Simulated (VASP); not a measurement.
All values below come from SCAN meta-GGA, VASP's PBE PAW potentials (set 64) (plane waves; VASP).

VASP input:

INCAR:
```
! general
SYSTEM   =  MnS
PREC     =  Accurate
ENCUT    =  520   ! plane-wave cut-off (eV)
LREAL    =  .FALSE.   ! projection in real space or not
LASPH    =  .TRUE.   ! aspherical one-centre terms

! electronic loop
EDIFF    =  1E-6
NELM     =  100   ! most electronic steps
ALGO     =  Normal   ! blocked Davidson
LMAXMIX  =  4   ! l cut-off of mixed one-centre charges
LMIXTAU  =  .TRUE.

! smearing
ISMEAR   =  0   ! Gaussian
SIGMA    =  0.05   ! width (eV)

! functional
METAGGA  =  SCAN

! spin
ISPIN    =  2   ! spin-polarised
MAGMOM   =  4.3 -4.3 2*0.0

! ions
IBRION   =  2   ! conjugate gradients
NSW      =  60
ISIF     =  3   ! ions, shape and volume
EDIFFG   =  -0.02   ! ionic stop

! output
LWAVE    =  .FALSE.
LCHARG   =  .FALSE.
LORBIT   =  10
```

File POSCAR:
```
MnS
1
    5.1327215078     2.5572339879     2.5572339879
    2.5572339879     5.1327215078     2.5572339879
    2.5572339879     2.5572339879     5.1327215078
Mn S
2 2
Direct
  0.0000000000   0.0000000000   0.0000000000
  0.5000000000   0.5000000000   0.5000000000
  0.2500000000   0.2500000000   0.2500000000
  0.7500000000   0.7500000000   0.7500000000
```

### KPOINTS
```
Automatic mesh
0
Gamma
7 7 7
0 0 0
```

POTCAR, in this order: Mn_pv S (PBE.64 set). Program: vasp_std.

The run wrote:

OSZICAR:
```
       N       E                     dE             d eps       ncg     rms          rms(c)
DAV:   1     0.358392013639E+03    0.35839E+03   -0.22027E+04  4312   0.184E+03
DAV:   2    -0.310487030185E+02   -0.38944E+03   -0.38488E+03  4063   0.500E+02
DAV:   3    -0.676381449361E+02   -0.36589E+02   -0.35927E+02  5959   0.140E+02
DAV:   4    -0.687279160458E+02   -0.10898E+01   -0.10891E+01  4734   0.237E+01
DAV:   5    -0.687501788851E+02   -0.22263E-01   -0.22258E-01  5337   0.397E+00    0.166E+01
DAV:   6    -0.626604233553E+02    0.60898E+01   -0.28959E+01  5161   0.602E+01    0.177E+01
DAV:   7    -0.601038728449E+02    0.25566E+01   -0.27489E+00  4272   0.172E+01    0.110E+01
DAV:   8    -0.598410739467E+02    0.26280E+00   -0.83601E-01  4919   0.114E+01    0.564E+00
DAV:   9    -0.601302826264E+02   -0.28921E+00   -0.65073E-01  4384   0.775E+00    0.115E+00
DAV:  10    -0.602110630721E+02   -0.80780E-01   -0.77325E-02  5039   0.279E+00    0.500E-01
DAV:  11    -0.602392395328E+02   -0.28176E-01   -0.24327E-02  4537   0.118E+00    0.190E-01
DAV:  12    -0.602430894196E+02   -0.38499E-02   -0.63761E-03  4594   0.796E-01    0.133E-01
DAV:  13    -0.602437710050E+02   -0.68159E-03   -0.97440E-04  4587   0.276E-01    0.789E-02
DAV:  14    -0.602441010289E+02   -0.33002E-03   -0.77298E-04  4922   0.160E-01    0.550E-02
DAV:  15    -0.602440825098E+02    0.18519E-04   -0.27491E-05  4706   0.519E-02    0.606E-02
DAV:  16    -0.602441425980E+02   -0.60088E-04   -0.27272E-05  4804   0.508E-02    0.107E-01
DAV:  17    -0.602439797040E+02    0.16289E-03   -0.10687E-04  4524   0.651E-02    0.378E-02
DAV:  18    -0.602439868367E+02   -0.71327E-05   -0.11672E-05  4422   0.371E-02    0.247E-02
DAV:  19    -0.602439938268E+02   -0.69901E-05   -0.15738E-06  3025   0.106E-02    0.188E-02
DAV:  20    -0.602440029001E+02   -0.90733E-05   -0.37820E-07  2409   0.633E-03    0.862E-03
DAV:  21    -0.602440109522E+02   -0.80522E-05   -0.24126E-07  2367   0.358E-03    0.144E-03
DAV:  22    -0.602440113294E+02   -0.37718E-06   -0.54148E-08  2374   0.288E-03
   1 F= -.60244011E+02 E0= -.60244011E+02  d E =-.602440E+02  mag=    -0.0000
       N       E                     dE             d eps       ncg     rms          rms(c)
DAV:   1    -0.602758588893E+02   -0.31848E-01   -0.68914E-01  4594   0.115E+01    0.184E+00
DAV:   2    -0.602424690431E+02    0.33390E-01   -0.10875E-01  4594   0.519E+00    0.156E+00
DAV:   3    -0.602438841511E+02   -0.14151E-02   -0.12957E-02  4958   0.882E-01    0.405E-01
DAV:   4    -0.602431008007E+02    0.78335E-03   -0.21973E-03  4714   0.443E-01    0.219E-01
DAV:   5    -0.602431324894E+02   -0.31689E-04   -0.13789E-03  4356   0.226E-01    0.132E-01
DAV:   6    -0.602431778400E+02   -0.45351E-04   -0.18268E-04  5166   0.143E-01    0.917E-02
DAV:   7    -0.602434307079E+02   -0.25287E-03   -0.69726E-05  4594   0.862E-02    0.231E-02
DAV:   8    -0.602434218334E+02    0.88745E-05   -0.81697E-06  4923   0.190E-02    0.891E-03
DAV:   9    -0.602434162983E+02    0.55351E-05   -0.71582E-07  2388   0.811E-03    0.530E-03
DAV:  10    -0.602434219593E+02   -0.56610E-05   -0.59427E-07  2178   0.539E-03    0.165E-03
DAV:  11    -0.602434254945E+02   -0.35353E-05   -0.18949E-07  2136   0.332E-03    0.694E-04
DAV:  12    -0.602434254994E+02   -0.48940E-08   -0.37723E-08  2080   0.160E-03
   2 F= -.60243425E+02 E0= -.60243425E+02  d E =0.585830E-03  mag=     0.0000
```

**OUTCAR**
```
------------------------ aborting loop because EDIFF is reached ----------------------------------------
  FORCE on cell =-STRESS in cart. coord.  units (eV):
  Direction    XX          YY          ZZ          XY          YZ          ZX
  --------------------------------------------------------------------------------------
  Total       -0.0682139     -0.0682139     -0.0682139     -0.0209182     -0.0209182     -0.0209182
  in kB       -1.5945363     -1.5945363     -1.5945363     -0.4889752     -0.4889752     -0.4889752
  external PRESSURE =      -1.5945363 kB  Pullay stress =       0.0000000 kB
  volume of cell :       68.54
      direct lattice vectors                 reciprocal lattice vectors
     5.144955716  2.561250122  2.561250122     0.290492371 -0.096548630 -0.096548630
     2.561250122  5.144955716  2.561250122    -0.096548630  0.290492371 -0.096548630
     2.561250122  2.561250122  5.144955716    -0.096548630 -0.096548630  0.290492371
 POSITION                                       TOTAL-FORCE (eV/Angst)
 -----------------------------------------------------------------------------------
      5.14496      2.56125      2.56125         0.000000      0.000000     -0.000000
      5.13373      5.13373      5.13373         0.000000     -0.000000     -0.000000
      2.56686      2.56686      2.56686        -0.000000     -0.000000      0.000000
      7.70059      7.70059      7.70059        -0.000000      0.000000      0.000000
 -----------------------------------------------------------------------------------
    total drift:                                0.000000      0.000000      0.000000
  FREE ENERGIE OF THE ION-ELECTRON SYSTEM (eV)
  ---------------------------------------------------
  free  energy   TOTEN  =       -60.2434254994 eV

  energy  without entropy=      -60.2434254994  energy(sigma->0) =      -60.24342550

 total charge

# of ion       s       p       d       tot
------------------------------------------
    1        0.227   6.166   4.934  11.327
    2        0.227   6.166   4.934  11.327
    3        1.314   2.478   0.000   3.792
    4        1.314   2.478   0.000   3.792
--------------------------------------------------
tot          3.082  17.289   9.869  30.240

 magnetization (x)

# of ion       s       p       d       tot
------------------------------------------
    1        0.014   0.015   4.305   4.334
    2       -0.014  -0.015  -4.305  -4.334
    3        0.000   0.000   0.000   0.000
    4        0.000   0.000   0.000   0.000
--------------------------------------------------
tot          0.000   0.000  -0.000  -0.000

 reached required accuracy - stopping structural energy minimisation
```
(Selected blocks of OUTCAR.)

File CONTCAR:
```
MnS
   1.00000000000000
     5.1449557162525865    2.5612501220119093    2.5612501220119093
     2.5612501220119093    5.1449557162525865    2.5612501220119093
     2.5612501220119093    2.5612501220119093    5.1449557162525865
  Mn              S
     2     2
Direct
     1.0000000000000000    0.0000000000000000    0.0000000000000000
     0.5000000000000000    0.5000000000000000    0.5000000000000000
     0.2500000000000000    0.2500000000000000    0.2500000000000000
     0.7500000000000000    0.7500000000000000    0.7500000000000000
```

The compound is MnS in the rock salt, AFM-II order structure. This run relaxes it. Symmetry was kept, so distortions that lower it aren't found. The start is the result of an earlier pass.
